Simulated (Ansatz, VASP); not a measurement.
**Two plane-wave programs on Co2S**

```
Co S
1.0
     3.92777    0.00000    0.00000
    -1.96388    3.40155    0.00000
     0.00000    0.00000    2.91806
Co S
2 1
Direct
  0.33333 0.66667 0.50000
  0.66667 0.33333 0.50000
  0.00000 0.00000 0.00000
```

Alike in both runs: functional PBE; k mesh 6 × 6 × 6; occupations gaussian, width 0.1 eV; collinear spin.

Ansatz relaxed the structure, and its values are those at the end. VASP's run is a single point on that final structure, the one shown.

|  | VASP | Ansatz |
| --- | --- | --- |
| version | VASP 6.6.1 | Ansatz 0.2.0 |
| potentials or method | VASP PAW PBE potentials, release 64 (Co, S) | scalar-relativistic, plane waves, PAW |
| plane-wave cutoff (eV) | 520 | 420 |
| valence electrons in the cell | 24 | 40 |

```csv
,VASP,Ansatz,Ansatz less VASP
gap on the k mesh at the Fermi level (eV),none,none,-
pressure (GPa),-0.5,-0.1,+0.46
net moment per atom (μB),1.26,1.26,+0.004
size of the moment on the site where the two differ most (μB),1.80,1.82,+0.022
```

Site moments also hang on the region over which each program counts them. A gap of «none» marks a metal or a gap that the smearing closes. The two sets of potentials don't hold the same shells in valence.
